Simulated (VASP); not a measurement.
Consider the following.

```yaml
crystal:
  lattice:
    - [3.58504, 0.00000, 0.00000]
    - [0.00000, 3.58504, 0.00000]
    - [0.00000, 0.00000, 3.58504]
  atoms:
    - { symbol: Hg, position: [0.00000, 0.00000, 0.00000] }
    - { symbol: Lu, position: [0.50000, 0.50000, 0.50000] }
```

Calculation: PBEsol GGA, VASP's PBE PAW potentials (set 64) (plane waves; VASP). Settings: 400 eV cut-off, Gaussian smearing of 0.050 eV, potentials Hg Lu_3.

### Question
Give the energies of bands 7 to 13 at the high-symmetry points, in eV from the Fermi level.

### Answer

| band | Γ | X | M | R |
|---|---|---|---|---|
| 7 | -7.40 | -7.54 | -7.71 | -6.91 |
| 8 | -7.40 | -7.32 | -6.93 | -6.91 |
| 9 | -7.40 | -5.27 | -4.66 | -2.16 |
| 10 | 0.45 | -4.63 | -0.94 | -2.16 |
| 11 | 0.45 | 0.10 | -0.94 | -2.16 |
| 12 | 4.54 | 1.24 | 0.33 | -1.75 |
| 13 | 4.54 | 1.24 | 3.43 | 5.42 |

It has no gap at this level: it comes out as a metal or semimetal.

The structure comes from a measured LuHg entry (Pm-3m) of the Crystallography Open Database, whose conditions weren't checked. It was relaxed first. The electron count is odd and the run is not spin-polarised, which forces a metal.
